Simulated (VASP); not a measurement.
Given:

```
CELL_PARAMETERS angstrom
      0.00000     2.06023     2.06023
      2.06023     0.00000     2.06023
      2.06023     2.06023     0.00000
ATOMIC_POSITIONS crystal
  Ti 0.00000 0.00000 0.00000
  N  0.50000 0.50000 0.50000
```

Method: PBEsol GGA, VASP's PBE PAW potentials (set 64) (plane waves; VASP). Settings: 520 eV cut-off, 15×15×15 Γ-centred mesh, first-order Methfessel-Paxton smearing of 0.10 eV, potentials Ti_sv N.

### Question
Give the stress tensor in GPa (positive for a compressed cell).

### Answer

```
21.03   0.00   0.00
 0.00  21.03   0.00
 0.00   0.00  21.03
```
The pressure is its mean diagonal, 21.03 GPa.

The compound is TiN in the rock salt structure. This cell is one point of a volume scan, at 0.94 of the reference volume. The electron count is odd and the run is not spin-polarised, which forces a metal.
